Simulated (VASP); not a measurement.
A convergence study with VASP on Ca (fcc): one setting is varied, all else stays as given below, so the limit is that of these other settings. The cell's lengths are 1 % over those of the tabulated start, so it is off equilibrium.

```
CELL_PARAMETERS angstrom
      0.00000     2.81790     2.81790
      2.81790     0.00000     2.81790
      2.81790     2.81790     0.00000
ATOMIC_POSITIONS crystal
  Ca 0.00000 0.00000 0.00000
```

All values below come from PBE GGA, VASP's PBE PAW potentials (set 64) (plane waves; VASP). The tightest run used: 1000 eV cut-off, 13×13×13 Γ-centred mesh, first-order Methfessel-Paxton smearing of 0.10 eV, potentials Ca_sv.

```tsv
setting	E (eV/atom)	pressure (GPa)	plane waves
ENCUT = 150	-2.5642	-29.89	194
ENCUT = 200	-2.0248	-4.10	299
ENCUT = 250	-1.9371	-1.28	415
```

Q: These are the cheaper rows. Estimate the results at ENCUT = 1000, and how far the last row shown lies from them.

A: 
```json
[
 {"quantity": "E (eV/atom)", "tightest run": "-1.9211", "last row shown is off by": "-0.0160"},
 {"quantity": "pressure (GPa)", "tightest run": "-0.90", "last row shown is off by": "-0.39"}
]
```

Left out are rungs that failed or repeat a setting and relaxations that didn't move; long series are thinned to 24 rows.

The compound is Ca in the fcc structure. The cell was not relaxed at this level.
